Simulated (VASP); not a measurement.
An input for Quantum ESPRESSO's pw.x (written as the equivalent of a VASP run, and not itself run):

```
&CONTROL
  calculation = 'scf'
  pseudo_dir = './pseudo'
  outdir = './out'
  tprnfor = .true.
  tstress = .true.
/
&SYSTEM
  ibrav = 0
  nat = 6
  ntyp = 3
  ecutwfc = 98
  occupations = 'smearing'
  smearing = 'gaussian'
  degauss = 0.00735
  input_dft = 'pbe'
/
&ELECTRONS
  conv_thr = 7.3e-08
  electron_maxstep = 100
/
ATOMIC_SPECIES
  Co 58.933 Co.upf
  Ni 58.693 Ni.upf
  Te 127.600 Te.upf
CELL_PARAMETERS angstrom
     3.8849430    0.0000000    0.0000000
     0.0000000    5.6371460    0.0000000
     0.0000000    0.0000000   17.5087000
ATOMIC_POSITIONS crystal
  Co   0.0000000  0.9780540  0.5322100
  Ni   0.5000000  0.9834160  0.3426870
  Te   0.0000000  0.7528140  0.4071000
  Te   0.0000000  0.2032950  0.6573130
  Te   0.5000000  0.7395490  0.5928420
  Te   0.5000000  0.2165600  0.4715710
K_POINTS automatic
  1 1 1 0 0 0
```

Translate this input to VASP (INCAR, KPOINTS, POSCAR, choice of POTCAR).

Several could match; the one computed here: 
### INCAR
```
ALGO=Normal   # blocked Davidson
ISMEAR=0   # Gaussian
NELM=100
SIGMA=0.1   # width (eV)
LCHARG=.FALSE.
EDIFF=1E-6
LASPH=.TRUE.
LREAL=.FALSE.   # projection in real space or not
SYSTEM=CoNiTe4
ISIF=2
PREC=Accurate
GGA=PE   # PBE
LMAXMIX=4
LWAVE=.FALSE.
ENCUT=300   # plane-wave cut-off (eV)
```

POSCAR:
```
CoNiTe4
35.01740
  0.1109432168   0.0000000000   0.0000000000
  0.0000000000   0.1609812836   0.0000000000
  0.0000000000   0.0000000000   0.5000000000
Co Ni Te
1 1 4
direct
  0.0000000000   0.9780540000   0.5322100000
  0.5000000000   0.9834160000   0.3426870000
  0.0000000000   0.7528140000   0.4071000000
  0.0000000000   0.2032950000   0.6573130000
  0.5000000000   0.7395490000   0.5928420000
  0.5000000000   0.2165600000   0.4715710000
```

**KPOINTS**
```
Automatic mesh
0
Gamma
1 1 1
```

POTCAR, in this order: Co Ni Te (PBE.64 set). Program: vasp_std.

The two are equivalent in intent, not identical: the potentials are each code's own (VASP's PAW set, PseudoDojo norm-conserving files in pw.x), so ENCUT and ecutwfc are chosen apart and not converted; conv_thr bounds pw.x's estimated SCF error, while EDIFF bounds the energy change between steps.

The cell is a sheet with vacuum, built from a database entry that may be metastable or hypothetical.
